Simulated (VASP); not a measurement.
Input of a VASP 6.6.1 run:

Contents of INCAR:

```
PREC     = Accurate       # precision mode
ENCUT    = 300            # plane-wave cutoff, eV
EDIFF    = 1E-7           # SCF threshold, eV
ISMEAR   = 1              # smearing method
SIGMA    = 0.1            # smearing width, eV
LREAL    = F              # projectors in reciprocal space
LASPH    = T              # aspherical terms in the spheres
NELM     = 80             # most SCF steps
ALGO     = Normal         # electronic algorithm
ISIF     = 2              # what is computed and relaxed
LWAVE    = F              # write WAVECAR
LCHARG   = F              # write CHGCAR
GGA      = PE             # functional
IBRION   = 2              # ionic algorithm
NSW      = 40             # ionic steps
EDIFFG   = -0.01          # ionic threshold
```

The input KPOINTS:

```
Automatic mesh
0
Gamma
  8 8 8
```

File POSCAR:

```
Mo                                      
1.0
   -1.5853159101      1.5853159101      1.5853159101
    1.5853159101     -1.5853159101      1.5853159101
    1.5853159101      1.5853159101     -1.5853159101
  Mo            
     1
Direct
     0.0000000000000000    0.0000000000000000    0.0000000000000000
```

Potentials or basis: VASP PAW PBE potentials, release 64 (Mo).

Run with:

```console
$ cat potpaw_PBE.64/Mo/POTCAR > POTCAR
$ mpirun -np 1 vasp_std > vasp.out
```

Estimate the band gap on the k mesh.

none (metal or under the smearing width).

Final structure:
```cif
data_structure
_symmetry_space_group_name_H-M 'P 1'
_symmetry_Int_Tables_number 1
_cell_length_a 2.7458
_cell_length_b 2.7458
_cell_length_c 2.7458
_cell_angle_alpha 109.471
_cell_angle_beta 109.471
_cell_angle_gamma 109.471
_cell_volume 15.94
loop_
_atom_site_label
_atom_site_type_symbol
_atom_site_fract_x
_atom_site_fract_y
_atom_site_fract_z
_atom_site_occupancy
Mo1 Mo 0.00000 0.00000 0.00000 1
```

Caveat: the relaxation stopped at its first step, so nothing moved.
